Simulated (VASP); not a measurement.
Runs of VASP 6.6.1 on F2InH. The cell holds a molecule in a box, 4 atoms: a = 13.000 Å, b = 12.000 Å, c = 11.000 Å, α = 90.00°, β = 90.00°, γ = 90.00°. 

| task | level | potentials or basis | cutoff (eV) | grid for exact exchange (PRECFOCK) | exchange at q = 0 | gap on the mesh (eV) | largest force (eV/Å) |
| --- | --- | --- | --- | --- | --- | --- | --- |
| atomic charges | PBE+TS | VASP PAW PBE potentials, release 64 (F, In_d, H) | 520 | - | - | 5.46 | 0.73 |
| electron localisation function | PBE | VASP PAW PBE potentials, release 64 (F, In_d, H) | 520 | - | - | 5.46 | 0.73 |
| single point | B3LYP+D3(BJ) | VASP PAW PBE potentials, release 64 (F_s, In_d, H_s) | 400 | Fast | truncated | 7.45 | 0.68 |
| single point | revPBE+D4 | VASP PAW PBE potentials, release 64 (F, In_d, H) | 520 | - | - | (a) | 0.89 |

Alike in all rows: no spin polarisation; cell as given; k mesh 1 × 1 × 1; smearing gaussian 0.01 eV.

Problem. Estimate the missing entries.

Solution. (a) 5.50.

Caveats: spin-orbit coupling is left out, which moves the levels of the heavy elements; the PAW data sets were made with another functional, which shifts forces and pressure a little (some runs).

A k mesh can miss the band edges, and the runs leave out spin-orbit coupling on In.

Not every run made on this cell is shown here.
